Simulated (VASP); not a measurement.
These are HSE06 screened hybrid, VASP's PBE PAW potentials (set 64) (plane waves; VASP 6.6.1) values and carry that method's errors.

VASP input:

INCAR:
```
SYSTEM=BN
PREC=Accurate; ENCUT=520; LREAL=.False.
LASPH=.True.; ISYM=3
EDIFF=1E-6; NELM=60; ALGO=Normal
ISMEAR=0; SIGMA=0.05
GGA=PE; LHFCALC=.True.; AEXX=0.25
HFSCREEN=0.2; PRECFOCK=Fast
ISIF=2
LWAVE=.False.; LCHARG=.False.
```

### KPOINTS
```
kpoints
0
gamma
  10 10 10
```

File POSCAR:
```
BN
1
    0.0000000000     1.7944061052     1.7944061052
    1.7944061052     0.0000000000     1.7944061052
    1.7944061052     1.7944061052     0.0000000000
B N
1 1
Direct
  0.0000000000   0.0000000000   0.0000000000
  0.2500000000   0.2500000000   0.2500000000
```

POTCAR, in this order: B N (PBE.64 set). Program: vasp_std. Read from the step before: WAVECAR.

The resulting files:

**OSZICAR**
```
       N       E                     dE             d eps       ncg     rms          rms(c)
DAV:   1    -0.203630937271E+02   -0.20363E+02   -0.27367E-01  1048   0.577E+00    0.470E-01
DAV:   2    -0.203636912715E+02   -0.59754E-03   -0.14030E-03  1032   0.457E-01    0.294E-01
DAV:   3    -0.203631980925E+02    0.49318E-03   -0.47021E-04   864   0.182E-01    0.167E-01
DAV:   4    -0.203630714901E+02    0.12660E-03   -0.12753E-04   808   0.101E-01    0.930E-02
DAV:   5    -0.203630343876E+02    0.37102E-04   -0.27854E-05   888   0.533E-02    0.510E-02
DAV:   6    -0.203630231688E+02    0.11219E-04   -0.78782E-06   880   0.298E-02    0.276E-02
DAV:   7    -0.203630199514E+02    0.32174E-05   -0.19385E-06   832   0.153E-02    0.152E-02
DAV:   8    -0.203630189788E+02    0.97262E-06   -0.49750E-07   408   0.802E-03
   1 F= -.20363019E+02 E0= -.20363019E+02  d E =-.823917E-25
```

### OUTCAR
```
------------------------ aborting loop because EDIFF is reached ----------------------------------------
  FORCE on cell =-STRESS in cart. coord.  units (eV):
  Direction    XX          YY          ZZ          XY          YZ          ZX
  --------------------------------------------------------------------------------------
  Total        0.2208659      0.2208659      0.2208659     -0.0000000      0.0000000      0.0000000
  in kB       30.6229497     30.6229497     30.6229497     -0.0000000      0.0000000      0.0000000
  external PRESSURE =      30.6229497 kB  Pullay stress =       0.0000000 kB
  volume of cell :       11.56
      direct lattice vectors                 reciprocal lattice vectors
     0.000000000  1.794406105  1.794406105    -0.278643724  0.278643724  0.278643724
     1.794406105  0.000000000  1.794406105     0.278643724 -0.278643724  0.278643724
     1.794406105  1.794406105  0.000000000     0.278643724  0.278643724 -0.278643724
  FREE ENERGIE OF THE ION-ELECTRON SYSTEM (eV)
  ---------------------------------------------------
  free  energy   TOTEN  =       -20.3630189788 eV

  energy  without entropy=      -20.3630189788  energy(sigma->0) =      -20.36301898

  exchange ACFDT corr.  =         0.00000000  see jH, gK, PRB 81, 115126
```
(Selected blocks of OUTCAR.)

The compound is BN in the zinc blende structure. This cell is one point of a volume scan, at 0.97 of the reference volume. The cell's shape comes from a PBE relaxation.
